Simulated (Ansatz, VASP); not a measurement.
# SnPt3 in two plane-wave programs, part 2 of 2

One calculation is typed for both programs; each brings its own data sets. How far apart do they land? The cell is taken from a series of runs on this material, whose earlier steps may have relaxed, scaled, displaced or heated it; both programs get it as it stands.

VASP 6.6.1 and Ansatz 0.2.0.

So far: The structure; VASP: relaxation of cell and atoms, PBEsol; Ansatz: relaxation of cell and atoms, PBEsol; Side by side.

### Step 5. Ansatz: zone-centre phonons, PBEsol

Level of this step: Ansatz beside VASP: Kohn-Sham DFT, plane waves, PBEsol (Ansatz).

Second derivatives magnify differences that forces hide, and they need a tight electronic threshold.

The cell is taken from a series of runs on this material, whose earlier steps may have relaxed, scaled, displaced or heated it; both programs get it as it stands.

Input file input.yaml:

```yaml
crystal:
  lattice:
    - [4.0063054515, 0.0, 0.0]
    - [0.0, 4.0063054515, 0.0]
    - [0.0, 0.0, 4.0063054515]
  atoms:
    - { symbol: Sn, position: [0.0, 0.0, 0.0] }
    - { symbol: Pt, position: [0.0, 0.5, 0.5] }
    - { symbol: Pt, position: [0.5, 0.0, 0.5] }
    - { symbol: Pt, position: [0.5, 0.5, 0.0] }
kpoints:
  mp_grid: { grid: [4, 4, 4] }
hamiltonian:
  xc: pbesol
scf:
  occupations: { method: methfessel_paxton, width: 0.2 }
output:
  eigenvalues: true
phonons:
  method: dfpt
  qmesh: [2, 2, 2]
  temperatures: { t_max: 1000, t_step: 50 }
  qpath:
    path:
      - [[0.0, 0.0, 0.0], [0.0, 0.5, 0.0], [0.5, 0.5, 0.0], [0.0, 0.0, 0.0], [0.5, 0.5, 0.5], [0.0, 0.5, 0.0]]
      - [[0.5, 0.5, 0.5], [0.5, 0.5, 0.0]]
    npoints: 10
```

Started as:

```bash
$ ansatz run input.yaml --threads 4 --pin off --max-ram 10240MiB --backend cpu --events-out ev --progress --plain --runs-dir out
```

Numbers of over 12 decimals in the logs are rounded to 6 here.

What it wrote:

```text
[...]
Crystal: 4 atoms, lattice volume = 64.303 Å³
Basis set: ecut = 420 eV, 1237 PW (Γ), exchange–correlation on 54×54×54 points (8 copies of the dense FFT grid, shifted against one another)
Bands: 41, of which v1, the nominal top of the filled ones, is band 34 counted from 1 (33 counted from 0)
Symmetry: 48 space group operations
k-points: 10 of 64
[...]
largest difference from the sums on the solved wave vectors: F 8.24e-2 eV, S 1.15e-4 and C_V 3.23e-5 eV/K
  zero-point energy: 0.081547 eV/cell   skipped modes (ω ≤ 0): 3   left out of the sums: 6.10e-5 of the cell's modes: C_V's classical limit lies that fraction below 3 k_B per atom; for a crystal, a wire or a layer, F and S can be off by more, and a phonons.interpolated_qmesh denser along its periods is the remedy for the sampling
[key lines of the parts left out:]
SCF converged after 8 iterations
Free energy (F): -43102.849824 eV
Fermi energy:    21.620916 eV
```

### Step 6. VASP: zone-centre phonons, PBEsol

The same cell, functional, mesh and smearing now go to VASP, with its own data sets.

Input file INCAR:

```
SYSTEM = SnPt3
PREC = Accurate
ENCUT = 500
EDIFF = 1E-08
NELM = 120
ISMEAR = 1
SIGMA = 0.2
LREAL = .FALSE.
ALGO = Normal
GGA = PS
NBANDS = 28
LASPH = .TRUE.
LORBIT = 11
LWAVE = .FALSE.
LCHARG = .FALSE.
ISIF = 2
IBRION = 8
GGA_COMPAT = .FALSE.
KPAR = 2
```

Input file POSCAR:

```
SnPt3
1.0
    4.0063054515      0.0000000000      0.0000000000
    0.0000000000      4.0063054515      0.0000000000
    0.0000000000      0.0000000000      4.0063054515
Sn Pt
1 3
Direct
    0.0000000000      0.0000000000      0.0000000000
    0.0000000000      0.5000000000      0.5000000000
    0.5000000000      0.0000000000      0.5000000000
    0.5000000000      0.5000000000      0.0000000000
```

Input file KPOINTS:

```
Automatic mesh
0
Gamma
4 4 4
0 0 0
```

PAW data sets: Sn_d and Pt (PBE family, release 64).

Started as:

```bash
$ mpirun -np 2 vasp_std
```

What it wrote:

```text
[banner, memory and clock lines left out]
running    2 mpi-ranks, on    1 nodes
[...]
[... a notice as in an earlier step ...]

 LDA part: xc-table for (Slater+PW92), standard interpolation
 POSCAR, INCAR and KPOINTS ok, starting setup
[...]
entering main loop
       N       E                     dE             d eps       ncg     rms          rms(c)
DAV:   1     0.411824465705E+03    0.41182E+03   -0.20842E+04   596   0.206E+03
DAV:   2     0.182190279928E+02   -0.39361E+03   -0.37850E+03   584   0.547E+02
DAV:   3    -0.261325714665E+02   -0.44352E+02   -0.41862E+02   624   0.139E+02
DAV:   4    -0.278267200839E+02   -0.16941E+01   -0.16672E+01   628   0.279E+01
[...]
DAV:  13    -0.267617253391E+02   -0.47951E-07   -0.62271E-08   636   0.287E-03    0.719E-04
DAV:  14    -0.267617253891E+02   -0.49981E-07   -0.54637E-09   324   0.775E-04    0.869E-05
DAV:  15    -0.267617253857E+02    0.34352E-08   -0.10943E-09   320   0.327E-04
   1 F= -.26761725E+02 E0= -.26759984E+02  d E =-.522356E-02
[...]
RMM:  12    -0.256632427718E+00   -0.23860E-07   -0.59057E-09  2067   0.251E-05    0.188E-06
RMM:  13    -0.256632438048E+00   -0.10330E-07   -0.24907E-09  1831   0.186E-05    0.756E-07
RMM:  14    -0.256632441545E+00   -0.34969E-08   -0.15756E-09  1358   0.174E-05    0.111E-07
 first order change of Fermi-energy   0.74122E-03
 force on displaced ion       2 direction 1 : -10.272  -0.000  -0.000
 Linear response progress:
  Degree of freedom:   3/  3
       N       E                     dE             d eps       ncg     rms          rms(c)
RMM:   1    -0.263599608082E+00   -0.26360E+00   -0.25775E-01  2841   0.247E+00
RMM:   2    -0.258245110974E+00    0.53545E-02   -0.89491E-03  2792   0.453E-01    0.100E-01
RMM:   3    -0.258450839325E+00   -0.20573E-03   -0.25503E-04  2827   0.956E-02    0.589E-02
RMM:   4    -0.258831616950E+00   -0.38078E-03   -0.26500E-04  2896   0.766E-02    0.116E-02
[...]
RMM:  13    -0.258774683956E+00   -0.13040E-07    0.52495E-08  3164   0.198E-05    0.233E-06
RMM:  14    -0.258774701816E+00   -0.17861E-07   -0.17915E-08  2855   0.146E-05    0.574E-07
RMM:  15    -0.258774698377E+00    0.34390E-08    0.22853E-08  1500   0.131E-05    0.263E-07
 first order change of Fermi-energy   0.68095E-04
 force on displaced ion       2 direction 2 :   0.000  -8.010   0.000
 Linear response finished
```

OUTCAR, selected parts (step 6):

```text
  Total        0.0044661      0.0044661      0.0044661      0.0000000      0.0000000     -0.0000000
  in kB        0.1112766      0.1112766      0.1112766      0.0000000      0.0000000     -0.0000000
  external PRESSURE =       0.1112766 kB  Pullay stress =       0.0000000 kB

 POSITION                                       TOTAL-FORCE (eV/Angst)
 -----------------------------------------------------------------------------------
      0.00000      0.00000      0.00000         0.000000      0.000000      0.000000
      0.00000      2.00315      2.00315         0.000000      0.000000      0.000000
      2.00315      0.00000      2.00315         0.000000      0.000000      0.000000
      2.00315      2.00315      0.00000         0.000000      0.000000      0.000000
 -----------------------------------------------------------------------------------
    total drift:                                0.000000      0.000000     -0.000000

[... 2 further parts left out ...]
```

### Step 7. Comparison

What differs besides the data sets and the points named for the pairs above, as far as they apply: VASP's run holds the zone centre alone; the data sets hold 68 valence electrons in Ansatz (on its default PAW (the set named soft_2) files) and 44 in VASP. Total energies have different zeros and are not compared.

Both answers:

| quantity | Ansatz | VASP | difference |
| --- | --- | --- | --- |
| optical mode 1 to 3 (cm⁻¹) | 92.7 | 92.5 | +0.24 % |
| optical mode 4 to 6 (cm⁻¹) | 103.6 | 104.5 | -0.82 % |
| optical mode 7 to 9 (cm⁻¹) | 175.6 | 175.9 | -0.19 % |

Modes are paired by rising frequency, not by their patterns, so a pair may set unlike modes beside each other; they are those without the splitting of longitudinal modes.

### Step 8. Summary of results

```
difference in volume (relaxation of cell and atoms, PBEsol)                                                          : 0.050 %
r.m.s. difference of the optical zone-centre modes, each program's sorted by frequency (zone-centre phonons, PBEsol) : 0.55 cm⁻¹
difference in optical mode 4 to 6 (zone-centre phonons, PBEsol)                                                      : -0.8 %
```

The difference in volume is 0.050 % (relaxation of cell and atoms, PBEsol), within the 1.2 % picked in this series as the mark of a large difference, as far as the stopping tolerances let one tell. The data sets hold unlike numbers of valence electrons (68 in Ansatz and 44 in VASP), so part of the differences comes from the potentials. Among the rows given in per cent, the largest difference of the zone-centre phonons, PBEsol pair is in optical mode 4 to 6, -0.8 %. Such differences can come from data sets, numerical settings and the points named under the comparisons, not from the functional's error against experiment.

[Lines on the potential files, build, host, timing and source positions are cut from VASP's logs without a mark.]

[Logs are printed without paths, hosts, clocks, repeated set-up lines and the standing remarks that a program may print on its own settings, such as how far it seeks lower states.]

[Hosts, paths, dates, database ids (printed as entryN), source tags and the programs' standing remarks are cut or masked in the printed files.]
